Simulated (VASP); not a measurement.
Here is the system:

```yaml
crystal:
  lattice:
    - [0.00000, 2.04045, 2.04045]
    - [2.04045, 0.00000, 2.04045]
    - [2.04045, 2.04045, 0.00000]
  atoms:
    - { symbol: Au, position: [0.00000, 0.00000, 0.00000] }
```

Method: PBEsol GGA, VASP's PBE PAW potentials (set 64) (plane waves; VASP). Run with 480 eV cut-off, 14×14×14 Γ-centred mesh, first-order Methfessel-Paxton smearing of 0.10 eV, potentials Au.

Each row applies one change to this cell, which was relaxed at other settings and keeps the small stress of the first row; at a fixed cut-off the stress holds a Pulay part, so it need not integrate to ΔE exactly. Stress is in GPa, positive when the cell is compressed.

```
change                                    ΔE (meV/atom)    σxx    σyy    σzz  largest shear component, with its sign (GPa)  largest force (eV/Å)
----------------------------------------  -------------  -----  -----  -----  --------------------------------------------  --------------------
none                                                0.0   0.00   0.00   0.00                                          0.00                 0.000
biaxial strain of -4.0 % in the yz plane           71.9  17.53  18.65  18.65                                          0.00                 0.000
biaxial strain of -0.5 % in the xy plane            1.1   1.89   1.89   1.71                                          0.00                 0.000
uniaxial strain of -3.0 % along y                  10.4   5.61   6.42   5.61                                          0.00                 0.000
uniaxial strain of -1.5 % along z                   2.7   2.64   2.64   3.11                                          0.00                 0.000
uniaxial strain of -1.0 % along x                   1.2   2.06   1.72   1.72                                          0.00                 0.000
isotropic strain of +2.0 %                         30.2  -8.88  -8.88  -8.88                                          0.00                 0.000
uniaxial strain of -0.5 % along y                   0.3   0.84   1.03   0.84                                          0.00                 0.000
uniaxial strain of +2.0 % along y                   3.9  -3.13  -3.71  -3.13                                          0.00                 0.000
```

Failed runs are left out, and for metals the shear rows, which the mesh's noise covers.

The compound is Au in the fcc structure.
